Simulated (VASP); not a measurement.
Level of theory: PBEsol GGA, VASP's PBE PAW potentials (set 64) (plane waves; VASP).

A VASP calculation is set up with these files.

**INCAR**
```
ALGO = Normal
CSHIFT = 0.1
EDIFF = 1E-7
ENCUT = 520
GGA = PS
ISMEAR = 0
LASPH = .True.
LCHARG = .False.
LOPTICS = .True.
LREAL = .False.
LWAVE = .False.
NBANDS = 24
NEDOS = 1001
NELM = 100
PREC = Accurate
SIGMA = 0.01
SYSTEM = BN
```

File POSCAR:
```
BN
1
   -0.0000000000     1.8037830981     1.8037830981
    1.8037830981    -0.0000000000     1.8037830981
    1.8037830981     1.8037830981     0.0000000000
B N
1 1
Direct
  0.0000000000   0.0000000000   0.0000000000
  0.2500000000   0.2500000000   0.2500000000
```

File KPOINTS:
```
Automatic mesh
0
Gamma
16 16 16
0 0 0
```

POTCAR, in this order: B N (PBE.64 set). Program: vasp_std.

### Question
What will the output report for the number of irreducible k-points (NKPTS), largest plane-wave count, number of space-group operations, FFT grid (NGX, NGY, NGZ)?

### Answer

The number of irreducible k-points (NKPTS) comes out as 145 and the largest plane-wave count comes out as 332. The number of space-group operations comes out as 24 and the FFT grid (NGX, NGY, NGZ) is 20 × 20 × 20.

The compound is BN in the zinc blende structure. It was relaxed first.
